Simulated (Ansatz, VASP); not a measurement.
**SiW5 (W(100), 5 layers, one monolayer of Si on top sites) in two plane-wave programs**

Aim: how closely do two programs agree when they are given the same cell, functional and k mesh? Of the first pair: The structure shown is the start of the Ansatz relaxation below; VASP solves that cell, so the two are compared at the walk's first step.

Calculated with Ansatz 0.2.0; plane waves, with VASP 6.6.1 beside it; single point at PBE.

### Step 1. The starting structure

The cell holds 6 atoms: 5 W and 1 Si. Its edges and angles: a = 3.160 Å, b = 3.160 Å, c = 25.320 Å, α = 90.0°, β = 90.0°, γ = 90.0°. Vacuum lies along c.

### Step 2. Ansatz: relaxation, PBE

Ansatz runs on its default PAW (the set named soft_2) files.

The two programs are compared at the cell with which this relaxation starts, whose forces are those of its first step.

The input, input.yaml:

```yaml
crystal:
  lattice:
    - [3.16, 0.0, 0.0]
    - [0.0, 3.16, 0.0]
    - [0.0, 0.0, 25.32]
  atoms:
    - { symbol: W, position: [0.0, 0.0, 0.3278041074] }
    - { symbol: W, position: [0.5, 0.5, 0.3902053712] }
    - { symbol: W, position: [0.0, 0.0, 0.4526066351] }
    - { symbol: W, position: [0.5, 0.5, 0.5150078989] }
    - { symbol: W, position: [0.0, 0.0, 0.5774091627] }
    - { symbol: Si, position: [0.0, 0.0, 0.6852290679] }
kpoints:
  mp_grid: { grid: [8, 8, 1] }
hamiltonian:
  xc: pbe
scf:
  occupations: { method: fermi_dirac, width: 0.1 }
  convergence: { dr2_threshold: 1.0e-08 }
efield:
  axis: 3
  dipole_correction: true
  ramp_position: 0.97
  ramp_width: 0.04
relax:
  f_tol: 0.01
  constraints: [{ sites: [0, 1, 2] }]
output:
  write_potential: true
  write_density: true
  volumetric_format: npy
```

Command:

```bash
$ ansatz run input.yaml --threads 4 --pin off --max-ram 8192MiB --backend cpu --events-out ev --progress --plain --runs-dir out
```

Numbers of over 12 decimals in the logs are rounded to 6 here.

Log:

```text
Engine: ansatz 0.2.0, aarch64-unknown-linux-gnu
Pseudopotentials: kind: paw
Pseudopotential: W, paw, valence charge 14, recommended cutoff 420 eV (normal), W.paw.azcp
Pseudopotential: Si, paw, valence charge 4, recommended cutoff 420 eV (normal), Si.paw.azcp
Functional definition: PBE
  parameter kappa = 0.804
  parameter beta = 0.066725
  exchange = pbe_x(kappa = kappa, mu = beta*pi^2/3)
  correlation = pbe_c(beta = beta)
Crystal: 6 atoms, lattice volume = 252.835 Å³
Basis set: ecut = 420 eV, 4957 PW (Γ), exchange–correlation on 48×48×360 points (8 copies of the dense FFT grid, shifted against one another)
Bands: 45, of which v1, the nominal top of the filled ones, is band 37 counted from 1 (36 counted from 0)
Symmetry: 8 space group operations
Space group: P4mm (ITA 99), of the structure as read, at distance tolerance 6.3e-5 Å
k-points: 15 of 64
Non-local potential: W, projectors of the file, l = 0: 3, l = 1: 2, l = 2: 2, l = 3: 1
Non-local potential: Si, projectors of the file, l = 0: 2, l = 1: 2, l = 2: 2
PAW form: soft (Blöchl's): semilocal exchange-correlation on the pseudo side does not see the compensation charge
PAW one-centre angular grid: W, 590 points (default); XC on 64 Gauss nodes
PAW one-centre angular grid: Si, 110 points (default); XC on 64 Gauss nodes
Initial density: superposition of atomic densities (neutral atoms: chi_scale 0, normalization atom), corrected by the library's trained network
Initial wavefunctions: pseudopotential atomic-orbital guess
Functional: x = pbe(κ = 0.804, μ = 0.219515), c = pbe(β = 0.066725)
SCF iter   1: F=—  HF=-52554.255239 eV  |F-HF|=—  |Δ(HF+E_count)|=         —  Δρ=5.89e-3  dr2=9.35e-1  ethr=1.77e-3  p=-0.034 e·Å  D=-2.41e-2 V/Å  ΔV_dip=0.61 eV  dr2_dipole=5.79e-1  V_vac-E_F(+/−)=4.96/4.35 eV  ⟨swp⟩=9.1  Hψ=3298  notcnv=0
efield: sawtooth ramp at fractional position 0.9700 (set: `efield.ramp_position`, or a place that a band, a saddle search or an elastic batch's reference lends), width 0.0400; the density the first Hamiltonian is built on has a dipole p = -0.034 e·Å; the dipole correction subtracts the counter field D = -2.41e-2 V/Å, which shifts the + side's vacuum level by +0.61 eV against the − side's; the planar-averaged density in the ramp window peaks in size at 1.5e-5 e/Å³
preconditioner: auto → LDOS  [metal: Δε(μ)=0.095 eV  Ē_g=4.407 eV  σ=0.100 eV  W_gap=0.23  n_scr=52 (ndim 8)  ℏωp=13.6 eV  f_vac=0.498  D(μ)=5.34/eV (n_scr^D=14)  β→1.0]
SCF iter   2: F=—  HF=-52554.237331 eV  |F-HF|=—  |Δ(HF+E_count)|=   1.79e-2  Δρ=4.80e-3  dr2=1.73e-1  ethr=1.26e-3  p=-0.047 e·Å  D=-3.36e-2 V/Å  ΔV_dip=0.85 eV  dr2_dipole=1.21e-2  V_vac-E_F(+/−)=5.08/4.23 eV  ⟨swp⟩=2.3  Hψ=931  notcnv=0
SCF iter   3: F=—  HF=-52554.221064 eV  |F-HF|=—  |Δ(HF+E_count)|=   1.63e-2  Δρ=1.55e-3  dr2=1.74e-2  ethr=2.34e-4  p=-0.045 e·Å  D=-3.25e-2 V/Å  ΔV_dip=0.82 eV  dr2_dipole=4.19e-3  V_vac-E_F(+/−)=5.06/4.24 eV  ⟨swp⟩=2.1  Hψ=1002  notcnv=0
SCF iter   4: F=—  HF=-52554.219481 eV  |F-HF|=—  |Δ(HF+E_count)|=   1.58e-3  Δρ=2.63e-4  dr2=5.71e-4  ethr=2.35e-5  p=-0.047 e·Å  D=-3.38e-2 V/Å  ΔV_dip=0.85 eV  dr2_dipole=1.70e-4  V_vac-E_F(+/−)=5.08/4.22 eV  ⟨swp⟩=2.1  Hψ=899  notcnv=0
SCF iter   5: F=—  HF=-52554.219494 eV  |F-HF|=—  |Δ(HF+E_count)|=   1.29e-5  Δρ=1.21e-4  dr2=5.11e-5  ethr=7.72e-7  p=-0.048 e·Å  D=-3.45e-2 V/Å  ΔV_dip=0.87 eV  dr2_dipole=3.26e-6  V_vac-E_F(+/−)=5.09/4.22 eV  ⟨swp⟩=2.5  Hψ=959  notcnv=0
SCF iter   6: F=—  HF=-52554.219505 eV  |F-HF|=—  |Δ(HF+E_count)|=   1.13e-5  Δρ=5.34e-5  dr2=1.47e-5  ethr=6.90e-8  p=-0.049 e·Å  D=-3.48e-2 V/Å  ΔV_dip=0.88 eV  dr2_dipole=1.49e-7  V_vac-E_F(+/−)=5.09/4.21 eV  ⟨swp⟩=2.1  Hψ=960  notcnv=0
SCF iter   7: F=—  HF=-52554.219511 eV  |F-HF|=—  |Δ(HF+E_count)|=   6.23e-6  Δρ=1.30e-5  dr2=9.83e-7  ethr=1.99e-8  p=-0.049 e·Å  D=-3.49e-2 V/Å  ΔV_dip=0.88 eV  dr2_dipole=2.35e-8  V_vac-E_F(+/−)=5.10/4.21 eV  ⟨swp⟩=2.1  Hψ=978  notcnv=0
SCF iter   8: F=—  HF=-52554.219594 eV  |F-HF|=—  |Δ(HF+E_count)|=   8.28e-5  Δρ=3.91e-6  dr2=9.06e-8  ethr=1.33e-9  p=-0.049 e·Å  D=-3.50e-2 V/Å  ΔV_dip=0.89 eV  dr2_dipole=2.96e-8  V_vac-E_F(+/−)=5.10/4.21 eV  ⟨swp⟩=2.7  Hψ=1155  notcnv=0
SCF iter   9: F=—  HF=-52554.219594 eV  |F-HF|=—  |Δ(HF+E_count)|=   8.67e-8  Δρ=1.31e-6  dr2=1.06e-8  ethr=1.35e-11  p=-0.049 e·Å  D=-3.50e-2 V/Å  ΔV_dip=0.89 eV  dr2_dipole=6.64e-10  V_vac-E_F(+/−)=5.10/4.21 eV  ⟨swp⟩=11.5  Hψ=5447  notcnv=0
SCF iter  10: F=-52554.219594 eV  HF=-52554.219594 eV  |F-HF|=4.15e-10  |Δ(HF+E_count)|=   1.07e-8  Δρ=4.62e-7  dr2=2.53e-9  ethr=1.35e-11  p=-0.049 e·Å  D=-3.50e-2 V/Å  ΔV_dip=0.89 eV  dr2_dipole=1.22e-10  V_vac-E_F(+/−)=5.10/4.21 eV  ⟨swp⟩=10.7  Hψ=4788  notcnv=0
SCF 1 converged in 10 iterations: F = -52554.219594 eV  dr2 = 2.53e-9
  greatest PAW one-centre occupation: 1.000 electrons in one spin orbital (limit 2), on the W atom at site 4 (counted from 0), in its partial waves of l = 0
[...]
SCF 4 converged in 8 iterations: F = -52554.519272 eV  dr2 = 7.91e-9
relax step   4: F+E_penalty+E_count = -52554.51927215 eV  Δ(F+E_penalty+E_count) = -2.058e-2 eV  max|allowed force component| = 4.915e-2 eV/Å  Δτ_max = 0.0897 Å  (8 SCF iters, accepted)
SCF iter   1: F=—  HF=-52554.519312 eV  |F-HF|=—  |Δ(HF+E_count)|=         —  Δρ=1.85e-4  dr2=3.78e-4  ethr=2.61e-6  p=-0.054 e·Å  D=-3.86e-2 V/Å  ΔV_dip=0.98 eV  dr2_dipole=7.00e-5  V_vac-E_F(+/−)=5.20/4.22 eV  ⟨swp⟩=2.3  Hψ=1178  notcnv=0
efield: sawtooth ramp at fractional position 0.9700 (set: `efield.ramp_position`, or a place that a band, a saddle search or an elastic batch's reference lends), width 0.0400; the density the first Hamiltonian is built on has a dipole p = -0.054 e·Å; the dipole correction subtracts the counter field D = -3.86e-2 V/Å, which shifts the + side's vacuum level by +0.98 eV against the − side's; the planar-averaged density in the ramp window peaks in size at 2.8e-6 e/Å³
preconditioner: auto → LDOS  [metal: Δε(μ)=0.071 eV  Ē_g=4.467 eV  σ=0.100 eV  W_gap=0.18  n_scr=52 (ndim 8)  ℏωp=13.6 eV  f_vac=0.508  D(μ)=5.27/eV (n_scr^D=14)  β→1.0]
SCF iter   2: F=—  HF=-52554.519285 eV  |F-HF|=—  |Δ(HF+E_count)|=   2.76e-5  Δρ=9.75e-5  dr2=9.27e-5  ethr=5.10e-7  p=-0.054 e·Å  D=-3.86e-2 V/Å  ΔV_dip=0.98 eV  dr2_dipole=1.31e-5  V_vac-E_F(+/−)=5.20/4.22 eV  ⟨swp⟩=2.0  Hψ=954  notcnv=0
SCF iter   3: F=—  HF=-52554.519273 eV  |F-HF|=—  |Δ(HF+E_count)|=   1.18e-5  Δρ=4.67e-5  dr2=2.09e-5  ethr=1.25e-7  p=-0.054 e·Å  D=-3.87e-2 V/Å  ΔV_dip=0.98 eV  dr2_dipole=9.11e-7  V_vac-E_F(+/−)=5.20/4.22 eV  ⟨swp⟩=2.1  Hψ=941  notcnv=0
SCF iter   4: F=—  HF=-52554.519268 eV  |F-HF|=—  |Δ(HF+E_count)|=   4.98e-6  Δρ=1.15e-5  dr2=1.08e-6  ethr=2.83e-8  p=-0.054 e·Å  D=-3.87e-2 V/Å  ΔV_dip=0.98 eV  dr2_dipole=9.72e-8  V_vac-E_F(+/−)=5.20/4.22 eV  ⟨swp⟩=2.3  Hψ=914  notcnv=0
SCF iter   5: F=—  HF=-52554.519349 eV  |F-HF|=—  |Δ(HF+E_count)|=   8.14e-5  Δρ=4.87e-6  dr2=2.14e-7  ethr=1.46e-9  p=-0.054 e·Å  D=-3.87e-2 V/Å  ΔV_dip=0.98 eV  dr2_dipole=1.73e-8  V_vac-E_F(+/−)=5.20/4.22 eV  ⟨swp⟩=2.6  Hψ=980  notcnv=0
SCF iter   6: F=—  HF=-52554.519349 eV  |F-HF|=—  |Δ(HF+E_count)|=   4.73e-8  Δρ=1.47e-6  dr2=1.31e-8  ethr=2.90e-10  p=-0.054 e·Å  D=-3.87e-2 V/Å  ΔV_dip=0.98 eV  dr2_dipole=3.09e-13  V_vac-E_F(+/−)=5.20/4.22 eV  ⟨swp⟩=2.0  Hψ=894  notcnv=0
SCF iter   7: F=-52554.519349 eV  HF=-52554.519349 eV  |F-HF|=2.26e-9  |Δ(HF+E_count)|=   2.43e-8  Δρ=3.53e-7  dr2=4.14e-10  ethr=1.35e-11  p=-0.054 e·Å  D=-3.87e-2 V/Å  ΔV_dip=0.98 eV  dr2_dipole=2.64e-11  V_vac-E_F(+/−)=5.20/4.22 eV  ⟨swp⟩=11.3  Hψ=5062  notcnv=0
SCF 5 converged in 7 iterations: F = -52554.519349 eV  dr2 = 4.14e-10
relax step   5: F+E_penalty+E_count = -52554.51934944 eV  Δ(F+E_penalty+E_count) = -7.730e-5 eV  max|allowed force component| = 1.064e-3 eV/Å  Δτ_max = 0.0040 Å  (7 SCF iters, accepted)
NSCF: frozen V_eff on 15 k-points
the band table was solved once a step of the walk had ended and its energy, with any forces and stress, was formed, with the checks that follow a solve (3235 applications of the Hamiltonian). They found nothing against the state; the energy, forces and stress were not computed again (output.eigenvalues in the input reference)
WARN: The output density's exchange-correlation potential varies sharply where the density is thin. Do not read a vacuum level from v_tot or v_xc, or from such a field of the output density. On a cell that repeats whose density bears no net charge and no dipole along the vacuum's axis use v_es (v_loc + v_h of the components); under efield.dipole_correction with no amplitude use v_es + v_field, which holds any externa [...]
SCF converged after 7 iterations
Free energy (F): -52554.519349 eV
Harris-Foulkes:  -52554.519349 eV  (|F-HF|=2.26e-9)
Internal energy: -52554.343231 eV  (E = F + TS)
E sigma→0 (E₀):  -52554.431290 eV
Entropy (-TS):   -0.176118 eV (-29.353 meV/atom)
Fermi energy:    4.723672 eV
Dipole field:    D = -0.038662 V/Å  (p = -0.054021 e·Å, saw-weighted, corrected)
Work function:   Φ+ = 5.1976 eV   Φ− = 4.2187 eV
Levels:          The Fermi level and band energies are counted from a zero that moves with the ramp; work functions are not
--- Per-component energies (eV) ---
  E_band       = -1627.593888
  E_kinetic    = 2274.547320
  E_local      = -93020.911932  (includes V_loc(G=0)·N_el)
  E_nonlocal   = 32.433798
  E_hartree    = 45471.802328
  E_xc         = -1381.050960
  E_vxc        = -1228.889868  (∫ρ·V_xc dr)
  E_paw        = -43324.535444  (= ΣΔE_a)
  E_vpaw       = -626.558765  (= ΣTr[D̂ρ^β])
  E_aug_tail   = -0.000282  (compensation charges beyond the density's cutoff)
  E_efield     = 0.001044  (sawtooth field / dipole correction)
  E_vefield    = -1.818709  (∫n·V_field dr)
  E_ewald      = 37393.370897
  E_smearing   = -0.176118  (= −TS)
  E_closure    = -0.000000  (closes the sum)
  Σ components = -52554.519349   (vs F -52554.519349, Δ=0.00e0)
--- Forces (eV/Å), atoms counted from 1 ---
  atom   1  W      0.00000000     0.00000000     1.28683728
  atom   2  W     -0.00000000     0.00000000    -1.31055809
  atom   3  W      0.00000000    -0.00000000     0.02296985
  atom   4  W      0.00000000     0.00000000     0.00070456
  atom   5  W     -0.00000000     0.00000000    -0.00101311
  atom   6  Si     0.00000000    -0.00000000     0.00106360
  max |Σ_I F_I| component: 4.09e-6 eV/Å
--- Band table (eV; the first three rows and the last of 15) ---
  k-point 0: bands = [... 33 lower, 4.1396, 4.1396, 4.4441, 4.6518, 4.9091, 4.9091, 5.1001, 6.3717, ... 4 higher]
  k-point 1: bands = [... 33 lower, 4.0665, 4.3404, 4.4035, 4.4815, 4.8146, 5.5923, 5.6744, 5.8107, ... 4 higher]
  k-point 2: bands = [... 33 lower, 3.7943, 3.8299, 4.0786, 4.1734, 5.3839, 5.5090, 5.7885, 5.9108, ... 4 higher]
  k-point 14: bands = [... 33 lower, 3.4763, 4.5018, 4.5018, 5.5780, 6.6393, 6.8079, 6.8079, 7.4755, ... 4 higher]
--- Relaxed structure (5 steps of the walk, 5 accepted, 0 SCFs on fresh bases) ---
  F+E_penalty+E_count = -52554.51934944 eV   max|allowed force component| = 1.064e-3 eV/Å
  atoms:
    - { symbol: W, position: [0.0, 0.0, 0.327804] }
    - { symbol: W, position: [0.500000, 0.500000, 0.390205] }
    - { symbol: W, position: [0.0, 0.0, 0.452607] }
    - { symbol: W, position: [0.500000, 0.500000, 0.517217] }
    - { symbol: W, position: [-7.190310294396897e-19, 0, 0.576947] }
    - { symbol: Si, position: [-1.8617067146921453e-17, 0, 0.673270] }
```

The column dr2 measures how far the density is from self-consistency, as an energy; F and HF (Harris–Foulkes) agree once it is small.

(Part 1 of 2 ends here.)

[Lines on the potential files, build, host, timing and source positions are cut from VASP's logs without a mark.]

[Logs are printed without paths, hosts, clocks, repeated set-up lines and the standing remarks that a program may print on its own settings, such as how far it seeks lower states.]

[Hosts, paths, dates, database ids (printed as entryN), source tags and the programs' standing remarks are cut or masked in the printed files.]
